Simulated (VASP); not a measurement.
These are PBEsol GGA, VASP's PBE PAW potentials (set 64) (plane waves; VASP) values and carry that method's errors.

A VASP calculation is set up with these files.

File KPOINTS:
```
Automatic mesh
0
Gamma
10 7 1
0 0 0
```

### INCAR
```
ALGO=Normal
DIPOL=0.5 0.5 0.5
EDIFF=1E-6
ENCUT=400
GGA=PS
IDIPOL=3
ISMEAR=1
LASPH=.TRUE.
LCHARG=.FALSE.
LDIPOL=.TRUE.
LMAXMIX=4
LORBIT=11
LREAL=.FALSE.
LVHAR=.TRUE.
LWAVE=.FALSE.
NELM=100
NELMIN=4
PREC=Normal
SIGMA=0.1
SYSTEM=Ag(110) slab
```

File POSCAR:
```
Ag(110) slab
1
    2.8643846789     0.0000000000     0.0000000000
    0.0000000000     4.0508512896     0.0000000000
    0.0000000000     0.0000000000    26.3139605475
Ag
8
Direct
  0.0000000000   0.0000000000   0.3122450277
  0.5000000000   0.5000000000   0.3617792791
  0.0000000000   0.0000000000   0.4188065367
  0.5000000000   0.5000000000   0.4723612226
  0.0000000000   0.0000000000   0.5276387774
  0.5000000000   0.5000000000   0.5811934633
  0.0000000000   0.0000000000   0.6382207209
  0.5000000000   0.5000000000   0.6877549723
```

POTCAR, in this order: Ag (PBE.64 set). Program: vasp_std. Read from the step before: WAVECAR.

The run wrote:

OUTCAR:
```
 ion  position               nearest neighbor table
   1  0.000  0.000  0.312-   2 2.80   2 2.80   2 2.80   2 2.80   3 2.80
   2  0.500  0.500  0.362-   1 2.80   1 2.80   1 2.80   1 2.80   3 2.90   3 2.90   3 2.90   3 2.90
                             4 2.91
   3  0.000  0.000  0.419-   1 2.80   4 2.85   4 2.85   4 2.85   4 2.85   5 2.86   2 2.90   2 2.90
                             2 2.90   2 2.90
   4  0.500  0.500  0.472-   3 2.85   3 2.85   3 2.85   3 2.85   6 2.86   5 2.88   5 2.88   5 2.88
                             5 2.88   2 2.91
   5  0.000  0.000  0.528-   6 2.85   6 2.85   6 2.85   6 2.85   3 2.86   4 2.88   4 2.88   4 2.88
                             4 2.88   7 2.91
   6  0.500  0.500  0.581-   8 2.80   5 2.85   5 2.85   5 2.85   5 2.85   4 2.86   7 2.90   7 2.90
                             7 2.90   7 2.90
   7  0.000  0.000  0.638-   8 2.80   8 2.80   8 2.80   8 2.80   6 2.90   6 2.90   6 2.90   6 2.90
                             5 2.91
   8  0.500  0.500  0.688-   7 2.80   7 2.80   7 2.80   7 2.80   6 2.80
  LATTYP: Found a simple orthorhombic cell.
 ALAT       =     2.8643846789
 B/A-ratio  =     1.4142134328
 C/A-ratio  =     9.1866014859
 Subroutine PRICEL returns:
 Original cell was already a primitive cell.
 Subroutine GETGRP returns: Found  8 space group operations
The static configuration has the point symmetry C_2v.
 The point group associated with its full space group is D_2h.
The dynamic configuration has the point symmetry C_2v.
 Subroutine INISYM returns: Found  8 space group operations
 Subroutine IBZKPT returns following result:
 Found     24 irreducible k-points:

 Following reciprocal coordinates:
            Coordinates               Weight
  0.000000  0.000000  0.000000      1.000000
  0.100000  0.000000  0.000000      2.000000
  0.200000  0.000000  0.000000      2.000000
  0.300000  0.000000  0.000000      2.000000
  0.400000  0.000000  0.000000      2.000000
  0.500000  0.000000  0.000000      1.000000
  0.000000  0.142857  0.000000      2.000000
  0.100000  0.142857  0.000000      4.000000
  0.200000  0.142857  0.000000      4.000000
...
```

### OSZICAR
```
       N       E                     dE             d eps       ncg     rms          rms(c)
DAV:   1    -0.247260526635E+02   -0.24726E+02   -0.15184E-05  2620   0.268E-02    0.444E-03
DAV:   2    -0.247260513784E+02    0.12851E-05   -0.12213E-05  1904   0.388E-02    0.321E-03
DAV:   3    -0.247260512148E+02    0.16356E-06   -0.11722E-06  1596   0.133E-02    0.792E-04
DAV:   4    -0.247260512111E+02    0.36962E-08   -0.35979E-07  1420   0.398E-03
   1 F= -.24726051E+02 E0= -.24726007E+02  d E =-.133677E-03
```

**OUTCAR**
```
------------------------ aborting loop because EDIFF is reached ----------------------------------------
  FORCE on cell =-STRESS in cart. coord.  units (eV):
  Direction    XX          YY          ZZ          XY          YZ          ZX
  --------------------------------------------------------------------------------------
  Total       -1.4481846     -2.0408149     -0.7941316      0.0000000      0.0000000      0.0000000
  in kB       -7.5992487    -10.7090348     -4.1671507      0.0000000      0.0000000      0.0000000
  external PRESSURE =      -7.4918114 kB  Pullay stress =       0.0000000 kB
  volume of cell :      305.33
      direct lattice vectors                 reciprocal lattice vectors
     2.864384679  0.000000000  0.000000000     0.349115120  0.000000000  0.000000000
     0.000000000  4.050851290  0.000000000     0.000000000  0.246861691  0.000000000
     0.000000000  0.000000000 26.313960547     0.000000000  0.000000000  0.038002641
 POSITION                                       TOTAL-FORCE (eV/Angst)
 -----------------------------------------------------------------------------------
      0.00000      0.00000      8.21640         0.000000      0.000000      0.020791
      1.43219      2.02543      9.51985         0.000000      0.000000      0.024539
      0.00000      0.00000     11.02046         0.000000      0.000000      0.003006
      1.43219      2.02543     12.42969         0.000000      0.000000      0.026510
      0.00000      0.00000     13.88427         0.000000      0.000000     -0.026510
      1.43219      2.02543     15.29350         0.000000      0.000000     -0.003006
      0.00000      0.00000     16.79411         0.000000      0.000000     -0.024539
      1.43219      2.02543     18.09756         0.000000      0.000000     -0.020791
 -----------------------------------------------------------------------------------
    total drift:                                0.000000     -0.000000      0.000000
  FREE ENERGIE OF THE ION-ELECTRON SYSTEM (eV)
  ---------------------------------------------------
  free  energy   TOTEN  =       -24.7260512111 eV

  energy  without entropy=      -24.7259175345  energy(sigma->0) =      -24.72600665

 total charge

# of ion       s       p       d       tot
------------------------------------------
    1        0.431   0.201   9.194   9.826
    2        0.425   0.299   9.149   9.873
    3        0.420   0.314   9.153   9.887
    4        0.426   0.316   9.147   9.889
    5        0.426   0.316   9.147   9.889
    6        0.420   0.314   9.153   9.887
    7        0.425   0.299   9.149   9.873
    8        0.431   0.201   9.194   9.826
--------------------------------------------------
tot          3.404   2.259  73.286  78.949
```
(Selected blocks of OUTCAR.)

**OUTCAR**
```
 val. band max:        1.3397154838   @ k =   0.5000   0.4286   0.0000

 cond. band min:       1.3833259390   @ k =   0.5000   0.0000   0.0000


 Fermi energy:         1.3699846624

 k-point     1 :       0.0000    0.0000    0.0000
  band No.  band energies     occupation
      1      -6.4126      2.00000
      2      -5.6773      2.00000
      3      -5.1335      2.00000
      4      -4.9424      2.00000
      5      -4.8806      2.00000
      6      -4.7860      2.00000
      7      -4.5483      2.00000
      8      -4.4073      2.00000
      9      -4.1616      2.00000
     10      -4.1533      2.00000
     11      -3.8958      2.00000
     12      -3.8594      2.00000
     13      -3.7329      2.00000
     14      -3.6659      2.00000
     15      -3.5763      2.00000
     16      -3.4632      2.00000
     17      -3.4617      2.00000
     18      -3.3640      2.00000
     19      -3.3490      2.00000
     20      -3.3392      2.00000
     21      -3.2662      2.00000
     22      -3.0265      2.00000
     23      -3.0071      2.00000
     24      -2.9816      2.00000
     25      -2.8982      2.00000
     26      -2.8101      2.00000
     27      -2.7794      2.00000
     28      -2.6177      2.00000
     29      -2.5979      2.00000
     30      -2.5674      2.00000
     31      -2.4240      2.00000
     32      -2.4112      2.00000
     33      -2.3009      2.00000
     34      -2.2357      2.00000
     35      -2.1985      2.00000
     36      -2.0971      2.00000
     37      -1.8985      2.00000
     38      -1.7794      2.00000
     39      -1.7052      2.00000
     40      -1.7036      2.00000
     41      -1.6388      2.00000
     42      -1.4707      2.00000
     43      -1.3956      2.00000
     44      -0.6375      2.00000
     45       0.8370      2.00000
     46       2.6781     -0.00000
     47       3.3989      0.00000
     48       4.5373      0.00000
     49       4.7769      0.00000
     50       5.6091      0.00000
     51       5.6915      0.00000
...
```

The cell is a thin slab with vacuum, built from Ag (fcc): (110) face.
